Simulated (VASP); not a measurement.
Write the native input for VASP 6.6.1 that does the following.

```
Task                   : relaxation of cell and atoms
Functional             : PBE
Potentials or basis    : VASP PAW PBE potentials, release 64 (Zr_sv, Ga_d, C)
Cutoff                 : 600 eV
k mesh                 : 12 × 12 × 6
Occupations            : gaussian, width 0.1 eV
Spin                   : no spin polarisation
Dipole correction      : no
Further INCAR settings : ALGO = Fast; EDIFF = 1e-06; IBRION = 2; EDIFFG = -0.01; NSW = 100; ISIF = 3
```

The structure of ZrGaC5 lies in POSCAR:

```
ZrGaC5
1.0
    3.1695845316      0.0000000000      0.0000000000
    0.0000000000      3.1695845316      0.0000000000
    0.0000000000      0.0000000000      7.0023999196
Zr Ga C
1 1 5
Direct
    0.0000000000      0.0000000000      0.0000000000
    0.0000000000      0.0000000000      0.5000000000
    0.5000000000      0.5000000000      0.0000000000
    0.5000000000      0.0000000000      0.2743370785
    0.0000000000      0.5000000000      0.2743370785
    0.5000000000      0.0000000000      0.7256629215
    0.0000000000      0.5000000000      0.7256629215
```

The cell was built by a generator and needn't be a form met in nature.

The cell isn't the ideal one: species swapped into the YbIn5Rh type (P4/mmm, No. 123).

These files were run (other wordings do the same):

INCAR

```
PREC = Accurate ; ENCUT = 600
EDIFF = 1E-6 ; ISMEAR = 0
SIGMA = 0.1 ; LREAL = False
LASPH = True ; NELM = 60
ALGO = Fast ; ISIF = 3
LWAVE = False ; LCHARG = False
GGA = PE ; IBRION = 2
NSW = 100 ; EDIFFG = -0.01
```

KPOINTS

```
Automatic mesh
0
Gamma
  12 12 6
```

Potentials or basis: VASP PAW PBE potentials, release 64 (Zr_sv, Ga_d, C).

Command:

```bash
$ cat potpaw_PBE.64/Zr_sv/POTCAR potpaw_PBE.64/Ga_d/POTCAR potpaw_PBE.64/C/POTCAR > POTCAR
$ mpirun -np 1 vasp_std > vasp.out
```

Results of the run:

- Relaxed volume: 10.05 Å³/atom
- Relaxed cell: a = 3.137 Å, b = 3.137 Å, c = 7.147 Å, α = 90.00°, β = 90.00°, γ = 90.00°
- Space group after relaxing (to 0.05 Å): P4/mmm (No. 123)
- Energy gained by relaxing: 4.7 meV/atom
- Ionic steps: 8
- Pressure after relaxing: 0.0 GPa
- Largest force after relaxing: 0.006 eV/Å
- Band gap on the k mesh: none (metal or under the smearing width)

It took 20 min on 1 thread of Intel(R) Xeon(R) 6975P-C (Granite Rapids) (shared host), peak memory 0.41 GiB.
